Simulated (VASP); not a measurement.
OSZICAR of a VASP run on Ga (alpha):

OSZICAR:
```
       N       E                     dE             d eps       ncg     rms          rms(c)
DAV:   1     0.351337799040E+03    0.35134E+03   -0.26229E+04  7857   0.320E+03
DAV:   2     0.267053607484E+02   -0.32463E+03   -0.31973E+03  7988   0.562E+02
DAV:   3    -0.124609117341E+02   -0.39166E+02   -0.38901E+02  8653   0.154E+02
DAV:   4    -0.135821052265E+02   -0.11212E+01   -0.11202E+01  8778   0.302E+01
DAV:   5    -0.136067716164E+02   -0.24666E-01   -0.24931E-01  9260   0.450E+00    0.279E+00
DAV:   6    -0.134398744138E+02    0.16690E+00   -0.36643E-01  9318   0.886E+00    0.144E+00
DAV:   7    -0.134036722501E+02    0.36202E-01   -0.86457E-02 10761   0.325E+00    0.361E-01
DAV:   8    -0.134002811415E+02    0.33911E-02   -0.17325E-02  8541   0.156E+00    0.492E-02
DAV:   9    -0.134003645313E+02   -0.83390E-04   -0.10441E-03  8975   0.374E-01    0.268E-02
DAV:  10    -0.134003521081E+02    0.12423E-04   -0.26501E-04  9050   0.206E-01    0.760E-03
DAV:  11    -0.134003528972E+02   -0.78913E-06   -0.49080E-05  9272   0.940E-02    0.383E-03
DAV:  12    -0.134003520819E+02    0.81530E-06   -0.70141E-06  9816   0.296E-02    0.559E-04
DAV:  13    -0.134003517240E+02    0.35790E-06   -0.78570E-07  9806   0.691E-03    0.393E-04
DAV:  14    -0.134003514550E+02    0.26902E-06   -0.34732E-08  4925   0.176E-03    0.148E-04
DAV:  15    -0.134003515633E+02   -0.10832E-06   -0.96881E-09  4554   0.803E-04    0.596E-05
DAV:  16    -0.134003515496E+02    0.13726E-07   -0.32732E-09  4463   0.521E-04
   1 F= -.13400352E+02 E0= -.13400352E+02  d E =0.000000E+00
```

Q: Which electronic solver shows in the log?

A: It is blocked Davidson (ALGO = Normal, or the opening steps of other solvers). The INCAR had ALGO = Normal.

Q: Can the final energy be trusted as converged?

A: The calculation finished and met its thresholds. It stopped with EDIFF = 1E-7, NELM = 100 (PBEsol GGA, plane waves, VASP's PBE PAW potentials (set 64)).

The compound is Ga in the alpha structure. It was relaxed first.
